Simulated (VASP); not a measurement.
# ScAl3: structure and properties in VASP, part 2 of 5

Aim: relax ScAl3 with r2SCAN + rVV10, compute its properties on that cell and hold them against experiment. The start is a computed cell from the Materials Project.

VASP 6.6.1; r2SCAN with rVV10; plane waves and PAW (Sc_sv, Al).

Still holding for the runs below: The k-mesh is coarse for a metal.

So far: Starting point; Full relaxation (r2SCAN + rVV10). The relaxed cell has a = 4.078 Å (conventional setting).

## 2. Full relaxation (r2SCAN + rVV10) (continued)

Relaxation path:

```
step  energy less that of the first step (eV)  largest force (eV/Å)  pressure (GPa)  volume (Å³)
   1                                   0.0000                0.0000           -0.64        68.31
   2                                  -0.0008                0.0000            0.33        67.64
   3                                  -0.0010                0.0000            0.01        67.84
```

```
conventional cell, symmetrised  before  after  change
                         a (Å)   4.088  4.078  -0.2 %
                         b (Å)   4.088  4.078  -0.2 %
                         c (Å)   4.088  4.078  -0.2 %
              volume (Å³/atom)   17.08  16.96  -0.7 %
```

The relaxed structure:

```xyz
4
Lattice="4.0784 0.0000 0.0000 0.0000 4.0784 0.0000 0.0000 0.0000 4.0784" Properties=species:S:1:pos:R:3 pbc="T T T"
Sc    0.0000    0.0000    0.0000
Al    2.0392    0.0000    2.0392
Al    0.0000    2.0392    2.0392
Al    2.0392    2.0392    0.0000
```

This step gave:

```
electrons                       : 20
bands                           : 16
irreducible k-points            : 20
symmetry operations             : 48
free energy (TOTEN)             : -33.06 eV
energy at zero smearing         : -33.05 eV
Fermi energy                    : 7.262 eV
pressure                        : 0.006786 GPa
metallic                        : yes
SCF cycles over all ionic steps : 25
```

It ends with forces that vanish by symmetry and a pressure of 0.01 GPa.

## 3. Single point with fields (r2SCAN + rVV10)

The relaxed cell gets a fresh self-consistent run, on a basis set for its own volume, to fix the density and to check the remaining stress.

INCAR

```
SYSTEM = ScAl3
PREC = Accurate
ENCUT = 400
EDIFF = 1E-06
NELM = 100
ISMEAR = 1
SIGMA = 0.2
LREAL = .FALSE.
ALGO = Normal
METAGGA = R2SCAN
LUSE_VDW = .TRUE.
IVDW_NL = 2
BPARAM = 11.95
CPARAM = 0.0093
LASPH = .TRUE.
NBANDS = 16
LORBIT = 11
LWAVE = .FALSE.
LCHARG = .TRUE.
ISIF = 2
LELF = .TRUE.
LVHAR = .TRUE.
```

POSCAR

```
ScAl3
1.0
    4.0784266406      0.0000000000      0.0000000000
    0.0000000000      4.0784266406      0.0000000000
    0.0000000000      0.0000000000      4.0784266406
Sc Al
1 3
Direct
    0.0000000000      0.0000000000      0.0000000000
    0.5000000000      0.0000000000      0.5000000000
    0.0000000000      0.5000000000      0.5000000000
    0.5000000000      0.5000000000      0.0000000000
```

KPOINTS

```
Automatic mesh
0
Gamma
7 7 7
0 0 0
```

Potentials, in the order of the species: Sc_sv and Al (PBE family, release 64).

Started as:

```console
$ mpirun -np 4 vasp_std
```

Log:

```text
[banner, memory and clock lines left out]
running    4 mpi-ranks, on    1 nodes
 distrk:  each k-point on    4 cores,    1 groups
 distr:  one band on    1 cores,    4 groups

 POSCAR found type information on POSCAR ScAl
 POSCAR found :  2 types and       4 ions
 [... a notice as in an earlier step ...]

 [... a notice as in an earlier step ...]

 LDA part: xc-table for (None), standard interpolation
 POSCAR, INCAR and KPOINTS ok, starting setup
 FFT: planning ... GRIDC
 FFT: planning ... GRID_SOFT
 FFT: planning ... GRID
 WAVECAR not read
 entering main loop
       N       E                     dE             d eps       ncg     rms          rms(c)
Total rVV10 correction in eV:      0.4699172    26.5390754
DAV:   1     0.769011676986E+02    0.76901E+02   -0.75004E+03   656   0.951E+02
DAV:   2    -0.318979268236E+02   -0.10880E+03   -0.10695E+03   640   0.298E+02
DAV:   3    -0.366821772713E+02   -0.47843E+01   -0.46287E+01   976   0.545E+01
DAV:   4    -0.367863751985E+02   -0.10420E+00   -0.10417E+00   808   0.934E+00
DAV:   5    -0.367887421308E+02   -0.23669E-02   -0.23669E-02   992   0.128E+00    0.122E+01
Total rVV10 correction in eV:      0.4567050    26.5390750
DAV:   6    -0.330522548829E+02    0.37365E+01   -0.47740E+00   888   0.304E+01    0.467E+00
Total rVV10 correction in eV:      0.4541025    26.5390749
DAV:   7    -0.330550176923E+02   -0.27628E-02   -0.17844E-01   936   0.397E+00    0.201E+00
Total rVV10 correction in eV:      0.4536830    26.5390749
DAV:   8    -0.330565296136E+02   -0.15119E-02   -0.40809E-02  1024   0.217E+00    0.478E-01
Total rVV10 correction in eV:      0.4532418    26.5390749
DAV:   9    -0.330556830990E+02    0.84651E-03   -0.12309E-02  1048   0.116E+00    0.157E-01
Total rVV10 correction in eV:      0.4533442    26.5390749
DAV:  10    -0.330556764383E+02    0.66607E-05   -0.67668E-04   976   0.276E-01    0.106E-01
Total rVV10 correction in eV:      0.4533907    26.5390749
DAV:  11    -0.330556777197E+02   -0.12814E-05   -0.64659E-05   744   0.491E-02    0.202E-02
Total rVV10 correction in eV:      0.4533936    26.5390749
DAV:  12    -0.330556788773E+02   -0.11576E-05   -0.22837E-05   752   0.289E-02    0.525E-03
Total rVV10 correction in eV:      0.4533988    26.5390749
DAV:  13    -0.330556782021E+02    0.67516E-06   -0.11830E-06   624   0.105E-02
Total rVV10 correction in eV:      0.4534014    26.5390749
Total rVV10 correction in eV:      0.4534016    26.5390749
   1 F= -.33055678E+02 E0= -.33054158E+02  d E =-.456068E-02
```

Run time: 27 s. Hardware: 4 MPI ranks of AMD EPYC 7R43, shared host; peak memory 0.52 GiB; 1.7 min of CPU time.

OUTCAR, selected parts (step 3):

```text
  LATTYP: Found a simple cubic cell.
 ALAT       =     4.0784266406

The static configuration has the point symmetry O_h .

 Found     20 irreducible k-points:

   ENCUT  =  400.0 eV  29.40 Ry    5.42 a.u.   6.65  6.65  6.65*2*pi/ulx,y,z

   NELECT =      20.0000    total number of electrons

 E-fermi :   7.2621

 k-point     1 :       0.0000    0.0000    0.0000
  band No.  band energies     occupation
    ...
      6       4.6305      2.00000
      7       4.6305      2.00000
      8       5.3498      2.00000
      9       5.3498      2.00000
     10       5.3498      2.00000
     11       8.6720     -0.00000
     12       8.7747     -0.00000
     13       8.7747     -0.00000
     14       8.7747     -0.00000
     15      12.7057      0.00000
    ...

 k-point     2 :       0.1429    0.0000    0.0000
  band No.  band energies     occupation
    ...
      6       3.2238      2.00000
      7       4.7803      2.00000
      8       5.3804      2.00000
      9       5.3804      2.00000
     10       6.2792      2.00000
     11       8.6487     -0.00000
     12       8.6487     -0.00000
     13       8.8392     -0.00000
     14       9.4299     -0.00000
     15      11.3228      0.00000
    ...

  Total        0.0063551      0.0063551      0.0063551     -0.0000000      0.0000000     -0.0000000
  in kB        0.1500914      0.1500914      0.1500914     -0.0000000      0.0000000     -0.0000000
  external PRESSURE =       0.1500914 kB  Pullay stress =       0.0000000 kB

  energy-cutoff  :      400.00
  volume of cell :       67.84
      direct lattice vectors                 reciprocal lattice vectors
     4.078426641  0.000000000  0.000000000     0.245192592  0.000000000  0.000000000
     0.000000000  4.078426641  0.000000000     0.000000000  0.245192592  0.000000000
     0.000000000  0.000000000  4.078426641     0.000000000  0.000000000  0.245192592

 POSITION                                       TOTAL-FORCE (eV/Angst)
 -----------------------------------------------------------------------------------
      0.00000      0.00000      0.00000         0.000000      0.000000      0.000000
      2.03921      0.00000      2.03921         0.000000      0.000000      0.000000
      0.00000      2.03921      2.03921         0.000000      0.000000      0.000000
      2.03921      2.03921      0.00000         0.000000      0.000000      0.000000
 -----------------------------------------------------------------------------------
    total drift:                               -0.000000     -0.000000     -0.000000

  FREE ENERGIE OF THE ION-ELECTRON SYSTEM (eV)
  ---------------------------------------------------
  free  energy   TOTEN  =       -33.0556782021 eV

  energy  without entropy=      -33.0511175182  energy(sigma->0) =      -33.05415797

 total charge
# of ion       s       p       d       tot
------------------------------------------
    1        2.178   6.147   1.270   9.595
    2        0.414   0.401   0.000   0.815
    3        0.414   0.401   0.000   0.815
    4        0.414   0.401   0.000   0.815
--------------------------------------------------
tot          3.421   7.349   1.270  12.039

[... 4 parts as in an earlier step ...]

[... 6 further parts left out ...]
```

This step gave:

* SCF cycles: 13
* pressure: 0.01501 GPa

Valence electrons inside each PAW sphere by angular momentum. Sphere charges, by row:

```
atom  s (e)  p (e)  d (e)  tot (e)
 Sc1  2.178  6.147   1.27    9.595
 Al2  0.414  0.401      0    0.815
 Al3  0.414  0.401      0    0.815
 Al4  0.414  0.401      0    0.815
```

ELF in the ac plane at fractional y = 0.000, with atoms of Sc and Al within 0.2 Å of it. It is the smooth field of the valence electrons, not physical close to the nuclei.

Ten even steps from '_' (0.01) to '@' (0.86), each cell a mean:
```
@@@@##--__::==++==::..==%%@@
%%%%++....==****++--..::**%%
==--....--**######++::..::==
......--++**######**==::....
..::==****++----==++**++--::
--==**##**--____..==####++==
==++**##**::______--####**++
==++**##**::______--####**==
::::==****==::::--++****==::
__..::==************++--..__
--::....==**######**--....--
##**--..::==******==....++##
@@@@**::..::++++==::..--%%@@
@@@@##--__::====--....==%%@@
```
Columns run along a (4.1 Å), rows up along c (4.1 Å). Atoms in or near the plane, at fractional coordinates: Sc at (0.00, 0.00), Al at (0.50, 0.50).

Electrostatic potential energy in the ac plane at fractional y = 0.000, with atoms of Sc and Al within 0.2 Å of it. With pseudopotentials it is smooth inside the atoms' cores, unlike the true potential.

Ten even steps from '0' (-73 eV) to '9' (2 eV), each cell a mean:
```
55689999998765
66789999999876
77899999999987
88999988899998
99998754679999
99998500268999
99997300048999
99997300058999
99998633579999
99999877889999
78899999999988
67789999999876
56789999998765
55679999998765
```
Columns run along a (4.1 Å; values clipped at the 3rd and 97th percentile), rows up along c (4.1 Å). Atoms in or near the plane, at fractional coordinates: Sc at (0.00, 0.00), Al at (0.50, 0.50).

Valence density in the ac plane at fractional y = 0.000, with atoms of Sc and Al within 0.2 Å of it. It is the smooth field of the valence electrons, not physical close to the nuclei.

Values in units of 1e0 e/Å³, 14 rows by 14 columns, each cell a mean:
```
7.7 5.6 2.0 0.5 0.2 0.1 0.1 0.1 0.1 0.1 0.2 0.7 3.3 6.4
4.0 2.9 1.0 0.3 0.2 0.2 0.2 0.2 0.2 0.2 0.2 0.4 1.7 3.3
0.9 0.7 0.3 0.2 0.2 0.2 0.2 0.2 0.2 0.2 0.2 0.2 0.4 0.7
0.2 0.2 0.2 0.2 0.2 0.2 0.2 0.2 0.2 0.2 0.2 0.2 0.2 0.2
0.1 0.1 0.2 0.2 0.2 0.2 0.2 0.2 0.2 0.2 0.2 0.2 0.2 0.1
0.1 0.1 0.2 0.2 0.2 0.2 0.1 0.1 0.1 0.2 0.2 0.2 0.2 0.1
0.1 0.1 0.2 0.2 0.2 0.1 0.0 0.0 0.1 0.2 0.2 0.2 0.2 0.1
0.1 0.1 0.2 0.2 0.2 0.1 0.1 0.0 0.1 0.2 0.2 0.2 0.2 0.1
0.1 0.1 0.2 0.2 0.2 0.2 0.1 0.1 0.2 0.2 0.2 0.2 0.2 0.1
0.2 0.2 0.2 0.2 0.2 0.2 0.2 0.2 0.2 0.2 0.2 0.2 0.2 0.2
0.6 0.5 0.3 0.2 0.2 0.2 0.2 0.2 0.2 0.2 0.2 0.2 0.3 0.5
2.4 1.7 0.6 0.3 0.2 0.2 0.2 0.2 0.2 0.2 0.2 0.3 1.0 2.0
6.8 5.0 1.7 0.5 0.2 0.1 0.1 0.1 0.1 0.1 0.2 0.7 2.9 5.6
9.4 6.8 2.4 0.6 0.2 0.1 0.1 0.1 0.1 0.1 0.2 0.9 4.0 7.7
```
Columns run along a (4.1 Å), rows up along c (4.1 Å). Atoms in or near the plane, at fractional coordinates: Sc at (0.00, 0.00), Al at (0.50, 0.50).

In this run the pressure is 0.02 GPa, small enough to go on.

## 4. Bands along the symmetry lines (r2SCAN + rVV10)

Levels along the symmetry lines show where the bands peak and cross; KPOINTS_OPT computes them in the converged potential.

Changes to INCAR since step 3:

```diff
@@ -15,8 +15,6 @@
 LASPH = .TRUE.
-NBANDS = 16
+NBANDS = 24
 LORBIT = 11
 LWAVE = .FALSE.
-LCHARG = .TRUE.
-ISIF = 2
-LELF = .TRUE.
-LVHAR = .TRUE.
+LCHARG = .FALSE.
+KPAR = 4
```

POSCAR is that of step 3.

KPOINTS is that of step 3.

KPOINTS_OPT

```
Line mode
16
Line-mode
Reciprocal
  0.00000000   0.00000000   0.00000000 GAMMA
  0.00000000   0.50000000   0.00000000 X

  0.00000000   0.50000000   0.00000000 X
  0.50000000   0.50000000   0.00000000 M

  0.50000000   0.50000000   0.00000000 M
  0.00000000   0.00000000   0.00000000 GAMMA

  0.00000000   0.00000000   0.00000000 GAMMA
  0.50000000   0.50000000   0.50000000 R

  0.50000000   0.50000000   0.50000000 R
  0.00000000   0.50000000   0.00000000 X

  0.50000000   0.50000000   0.00000000 M
  0.50000000   0.50000000   0.50000000 R
```

Started as:

```console
$ mpirun -np 4 vasp_std
```

Log:

```text
[banner, memory and clock lines left out]
running    4 mpi-ranks, on    1 nodes
 distrk:  each k-point on    1 cores,    4 groups
 distr:  one band on    1 cores,    1 groups

 POSCAR found type information on POSCAR ScAl
 POSCAR found :  2 types and       4 ions
 [... a notice as in an earlier step ...]

 [... a notice as in an earlier step ...]

 LDA part: xc-table for (None), standard interpolation
 POSCAR, INCAR and KPOINTS ok, starting setup
 FFT: planning ... GRIDC
 FFT: planning ... GRID_SOFT
 FFT: planning ... GRID
 WAVECAR not read
 entering main loop
       N       E                     dE             d eps       ncg     rms          rms(c)
Total rVV10 correction in eV:      0.4699172    26.5390754
Total rVV10 correction in eV:      0.4699172    26.5390754
Total rVV10 correction in eV:      0.4699172    26.5390754
Total rVV10 correction in eV:      0.4699172    26.5390754
DAV:   1     0.813664766764E+02    0.81366E+02   -0.70457E+03   968   0.635E+02
DAV:   2    -0.331999301056E+02   -0.11457E+03   -0.10954E+03   968   0.214E+02
DAV:   3    -0.367006367911E+02   -0.35007E+01   -0.34380E+01  1384   0.400E+01
DAV:   4    -0.367844727333E+02   -0.83836E-01   -0.83750E-01  1224   0.546E+00
DAV:   5    -0.367887202246E+02   -0.42475E-02   -0.42473E-02  1400   0.125E+00    0.122E+01
Total rVV10 correction in eV:      0.4567058    26.5390750
Total rVV10 correction in eV:      0.4567058    26.5390750
Total rVV10 correction in eV:      0.4567058    26.5390750
Total rVV10 correction in eV:      0.4567058    26.5390750
DAV:   6    -0.330539835094E+02    0.37347E+01   -0.30383E+00  1296   0.203E+01    0.461E+00
Total rVV10 correction in eV:      0.4541666    26.5390749
Total rVV10 correction in eV:      0.4541666    26.5390749
Total rVV10 correction in eV:      0.4541666    26.5390749
Total rVV10 correction in eV:      0.4541666    26.5390749
DAV:   7    -0.330545375588E+02   -0.55405E-03   -0.11039E-01  1432   0.219E+00    0.207E+00
Total rVV10 correction in eV:      0.4535523    26.5390749
Total rVV10 correction in eV:      0.4535523    26.5390749
Total rVV10 correction in eV:      0.4535523    26.5390749
Total rVV10 correction in eV:      0.4535523    26.5390749
DAV:   8    -0.330558827470E+02   -0.13452E-02   -0.20713E-02  1416   0.117E+00    0.410E-01
Total rVV10 correction in eV:      0.4532262    26.5390749
Total rVV10 correction in eV:      0.4532262    26.5390749
Total rVV10 correction in eV:      0.4532262    26.5390749
Total rVV10 correction in eV:      0.4532262    26.5390749
DAV:   9    -0.330556852123E+02    0.19753E-03   -0.51245E-03  1416   0.622E-01    0.164E-01
Total rVV10 correction in eV:      0.4533567    26.5390749
Total rVV10 correction in eV:      0.4533567    26.5390749
Total rVV10 correction in eV:      0.4533567    26.5390749
Total rVV10 correction in eV:      0.4533567    26.5390749
DAV:  10    -0.330556722284E+02    0.12984E-04   -0.61070E-04  1416   0.218E-01    0.121E-01
Total rVV10 correction in eV:      0.4533864    26.5390749
Total rVV10 correction in eV:      0.4533864    26.5390749
Total rVV10 correction in eV:      0.4533864    26.5390749
Total rVV10 correction in eV:      0.4533864    26.5390749
DAV:  11    -0.330556760301E+02   -0.38016E-05   -0.52736E-05  1200   0.402E-02    0.361E-02
Total rVV10 correction in eV:      0.4533892    26.5390749
Total rVV10 correction in eV:      0.4533892    26.5390749
Total rVV10 correction in eV:      0.4533892    26.5390749
Total rVV10 correction in eV:      0.4533892    26.5390749
DAV:  12    -0.330556794696E+02   -0.34396E-05   -0.14858E-05  1144   0.185E-02    0.168E-02
Total rVV10 correction in eV:      0.4533962    26.5390749
Total rVV10 correction in eV:      0.4533962    26.5390749
Total rVV10 correction in eV:      0.4533962    26.5390749
Total rVV10 correction in eV:      0.4533962    26.5390749
DAV:  13    -0.330556785069E+02    0.96272E-06   -0.19733E-06  1192   0.697E-03
Total rVV10 correction in eV:      0.4534016    26.5390749
Total rVV10 correction in eV:      0.4534016    26.5390749
Total rVV10 correction in eV:      0.4534016    26.5390749
Total rVV10 correction in eV:      0.4534016    26.5390749
Total rVV10 correction in eV:      0.4534024    26.5390749
Total rVV10 correction in eV:      0.4534024    26.5390749
Total rVV10 correction in eV:      0.4534024    26.5390749
Total rVV10 correction in eV:      0.4534024    26.5390749
   1 F= -.33055679E+02 E0= -.33054158E+02  d E =-.456140E-02
 Start KPOINTS_OPT (optional k-point list driver)
k-point batch [1-20\96]
       N       E                     dE             ncg
DAV:   1    -0.883893073186E+03   -0.55382E+04      960
DAV:   2    -0.334058459893E+04   -0.24567E+04      976
DAV:   3    -0.341637053455E+04   -0.75786E+02     1280
DAV:   4    -0.341847951921E+04   -0.21090E+01     1152
DAV:   5    -0.341858404577E+04   -0.10453E+00     1464
DAV:   6    -0.341858564747E+04   -0.16017E-02     1176
DAV:   7    -0.341858569571E+04   -0.48244E-04     1472
DAV:   8    -0.341858569619E+04   -0.47152E-06      808
[...]
k-point batch [81-96\96]
       N       E                     dE             ncg
DAV:   1     0.651711780122E+03   -0.10893E+05      776
DAV:   2    -0.118816344761E+04   -0.18399E+04      776
DAV:   3    -0.123347794316E+04   -0.45314E+02     1048
DAV:   4    -0.123474138819E+04   -0.12634E+01     1016
DAV:   5    -0.123482539305E+04   -0.84005E-01     1104
DAV:   6    -0.123482673287E+04   -0.13398E-02     1056
DAV:   7    -0.123482677227E+04   -0.39402E-04     1128
DAV:   8    -0.123482677267E+04   -0.40476E-06      736
```

The job ended after 99 s (4 MPI ranks; peak memory 0.93 GiB; 6.4 min of CPU time).

OUTCAR, selected parts (step 4):

```text
The static configuration has the point symmetry O_h .

 Found     20 irreducible k-points:

   k-points           NKPTS =     20   k-points in BZ     NKDIM =     20   number of bands    NBANDS=     24

   NELECT =      20.0000    total number of electrons

 E-fermi :   7.2620

 k-point     1 :       0.0000    0.0000    0.0000
  band No.  band energies     occupation
    ...
      6       4.6304      2.00000
      7       4.6304      2.00000
      8       5.3499      2.00000
      9       5.3499      2.00000
     10       5.3499      2.00000
     11       8.6718     -0.00000
     12       8.7747     -0.00000
     13       8.7747     -0.00000
     14       8.7747     -0.00000
     15      12.7056      0.00000
    ...

 k-point     2 :       0.1429    0.0000    0.0000
  band No.  band energies     occupation
    ...
      6       3.2238      2.00000
      7       4.7803      2.00000
      8       5.3804      2.00000
      9       5.3804      2.00000
     10       6.2792      2.00000
     11       8.6486     -0.00000
     12       8.6486     -0.00000
     13       8.8392     -0.00000
     14       9.4297     -0.00000
     15      11.3228      0.00000
    ...

  Total        0.0066399      0.0066399      0.0066399     -0.0000000     -0.0000000      0.0000000
  in kB        0.1568166      0.1568166      0.1568166     -0.0000000     -0.0000000      0.0000000
  external PRESSURE =       0.1568166 kB  Pullay stress =       0.0000000 kB

  FREE ENERGIE OF THE ION-ELECTRON SYSTEM (eV)
  ---------------------------------------------------
  free  energy   TOTEN  =       -33.0556785069 eV

  energy  without entropy=      -33.0511171108  energy(sigma->0) =      -33.05415804

[... 9 parts as in an earlier step ...]

[... 5 further parts left out ...]
```

Numbers from this step:

- bands: 24
- pressure: 0.01568 GPa

Electronic bands along the path, in eV, zero at the Fermi level; # counts the bands kept, so #1 is VASP's band 5:

```
          point     #3     #4     #5     #6     #7    #8    #9   #10
              Γ  -2.63  -1.91  -1.91  -1.91   1.41  1.51  1.51  1.51
0.47 of the way  -2.25  -1.84  -1.84  -0.36   1.25  1.25  1.67  2.93
              X  -1.76  -1.76  -1.51   1.09   1.09  1.33  1.44  1.89
0.47 of the way  -3.78  -2.62  -1.36   0.08   1.16  1.53  2.67  3.06
              M  -5.90  -4.62  -0.48  -0.48   1.31  1.62  2.42  2.90
0.47 of the way  -4.93  -1.74  -1.52   0.22   0.28  1.49  2.96  2.99
              Γ  -2.63  -1.91  -1.91  -1.91   1.41  1.51  1.51  1.51
0.47 of the way  -4.51  -3.86  -1.05  -1.05   1.60  2.03  2.03  2.36
              R  -4.92  -4.74  -3.18  -3.18  -3.18  1.16  3.01  3.01
0.47 of the way  -3.98  -3.15  -2.70  -2.09  -0.18  2.54  2.86  3.03
              X  -1.76  -1.76  -1.51   1.09   1.09  1.33  1.44  1.89
      jump to M  -5.90  -4.62  -0.48  -0.48   1.31  1.62  2.42  2.90
0.47 of the way  -5.58  -4.10  -1.87  -1.75  -1.75  2.32  2.95  3.78
              R  -4.92  -4.74  -3.18  -3.18  -3.18  1.16  3.01  3.01
```

The largest weight of each band there:

```
point       #3       #4       #5       #6       #7       #8       #9      #10
    Γ  Sc 0.56  Al 0.82  Al 0.82  Al 0.82  Sc 0.93  Sc 1.00  Sc 1.00  Sc 1.00
    X  Sc 0.57  Sc 0.57  Sc 0.79  Al 0.68  Al 0.68  Al 1.00  Al 0.60  Sc 1.00
    M  Al 0.83  Sc 0.53  Sc 0.76  Sc 0.76  Al 1.00  Sc 0.74  Sc 1.00  Sc 0.98
    Γ  Sc 0.56  Al 0.82  Al 0.82  Al 0.82  Sc 0.93  Sc 1.00  Sc 1.00  Sc 1.00
    R  Al 0.71  Al 1.00  Al 0.67  Al 0.67  Al 0.67  Sc 1.00  Sc 1.00  Sc 1.00
    X  Sc 0.57  Sc 0.57  Sc 0.79  Al 0.68  Al 0.68  Al 1.00  Al 0.60  Sc 1.00
```

There is no gap at this level.

Of the bands kept, 2 cross the Fermi level on this path.

[end of part 2 of 5]

[Lines on the potential files, build, host, timing and source positions are cut from VASP's logs without a mark.]

[Logs are printed without paths, hosts, clocks, repeated set-up lines and the standing remarks that a program may print on its own settings, such as how far it seeks lower states.]

[Hosts, paths, dates, database ids (printed as entryN), source tags and the programs' standing remarks are cut or masked in the printed files.]

[Measured values are set beside computed ones only where the two were judged alike; some that the calculation misses by far are left out.]
